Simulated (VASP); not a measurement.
Method: PW91 GGA, VASP's PBE PAW potentials (set 64) (plane waves; VASP).

A VASP calculation is set up with these files.

File POSCAR:
```
Zn
1
    1.3381285803    -2.3177071218     0.0000000000
    1.3381285803     2.3177071218     0.0000000000
   -0.0000000000    -0.0000000000     4.8847204973
Zn
2
Direct
  0.3333330000   0.6666670000   0.2500000000
  0.6666670000   0.3333330000   0.7500000000
```

### KPOINTS
```
k-points along high-symmetry lines
10
Line-mode
Reciprocal
  0.000000   0.000000   0.000000 ! GAMMA
 -0.000000   0.500000   0.000000 ! M

 -0.000000   0.500000   0.000000 ! M
 -0.333333   0.666667   0.000000 ! K

 -0.333333   0.666667   0.000000 ! K
  0.000000   0.000000   0.000000 ! GAMMA

  0.000000   0.000000   0.000000 ! GAMMA
  0.000000   0.000000   0.500000 ! A

  0.000000   0.000000   0.500000 ! A
 -0.000000   0.500000   0.500000 ! L

 -0.000000   0.500000   0.500000 ! L
 -0.333333   0.666667   0.500000 ! H

 -0.333333   0.666667   0.500000 ! H
  0.000000   0.000000   0.500000 ! A

 -0.000000   0.500000   0.500000 ! L
 -0.000000   0.500000   0.000000 ! M

 -0.333333   0.666667   0.500000 ! H
 -0.333333   0.666667   0.000000 ! K
```

### INCAR
```
SYSTEM = Zn
PREC = Accurate; ENCUT = 520; LREAL = .FALSE.
LASPH = .TRUE.; ICHARG = 11
EDIFF = 1E-7; NELM = 100; ALGO = Normal
LMAXMIX = 4
ISMEAR = 0; SIGMA = 0.05
GGA = 91
LWAVE = .FALSE.; LCHARG = .FALSE.; LORBIT = 11
```

POTCAR, in this order: Zn (PBE.64 set). Program: vasp_std. Read from the step before: CHGCAR.

Output of the run:

File OSZICAR:
```
       N       E                     dE             d eps       ncg     rms          rms(c)
DAV:   1     0.963381070379E+02    0.96338E+02   -0.13055E+04  2912   0.239E+03
DAV:   2     0.161585471622E+01   -0.94722E+02   -0.93249E+02  2928   0.302E+02
DAV:   3    -0.112683655644E+01   -0.27427E+01   -0.27334E+01  3536   0.618E+01
DAV:   4    -0.113481505161E+01   -0.79785E-02   -0.79780E-02  3520   0.343E+00
DAV:   5    -0.113482710324E+01   -0.12052E-04   -0.12052E-04  3392   0.108E-01
DAV:   6    -0.113482714271E+01   -0.39468E-07   -0.39370E-07  3472   0.576E-03
   1 F= -.11348271E+01 E0= -.11322584E+01  d E =-.513751E-02
```

**OUTCAR**
```
 val. band max:        3.1649351957   @ k =  -0.3333   0.6667   0.0000

 cond. band min:       3.1674019540   @ k =  -0.0370   0.5185   0.5000



 k-point     1 :       0.0000    0.0000    0.0000
  band No.  band energies     occupation
      1      -7.3216      2.00000
      2      -5.5357      2.00000
      3      -4.8535      2.00000
      4      -4.6383      2.00000
      5      -4.6383      2.00000
      6      -4.5841      2.00000
      7      -4.5841      2.00000
      8      -4.2861      2.00000
      9      -4.2861      2.00000
     10      -4.0588      2.00000
     11      -4.0588      2.00000
     12      -0.4525      2.00000
     13       0.2306      2.00000
     14      17.3006      0.00000
     15      20.1750      0.00000
     16      20.1768      0.00000

 k-point     2 :       0.0000    0.0556    0.0000
  band No.  band energies     occupation
      1      -7.2310      2.00000
      2      -5.4977      2.00000
      3      -4.8451      2.00000
      4      -4.6464      2.00000
      5      -4.6172      2.00000
      6      -4.5937      2.00000
      7      -4.5642      2.00000
      8      -4.3043      2.00000
      9      -4.2947      2.00000
     10      -4.1091      2.00000
     11      -4.0573      2.00000
     12      -0.3085      2.00000
     13       0.2791      2.00000
     14      17.3953      0.00000
     15      18.5073      0.00000
     16      19.3038      0.00000

 k-point     3 :       0.0000    0.1111    0.0000
  band No.  band energies     occupation
      1      -6.9624      2.00000
      2      -5.3941      2.00000
      3      -4.8274      2.00000
      4      -4.6634      2.00000
      5      -4.6123      2.00000
      6      -4.5558      2.00000
      7      -4.5063      2.00000
      8      -4.3701      2.00000
      9      -4.3187      2.00000
     10      -4.2228      2.00000
     11      -4.0542      2.00000
     12       0.0985      2.00000
     13       0.4312      2.00000
     14      15.9185      0.00000
...
```

The density is held fixed in this step, so its total energy and stress have no physical meaning.

The compound is Zn in the hcp structure. It was relaxed first.
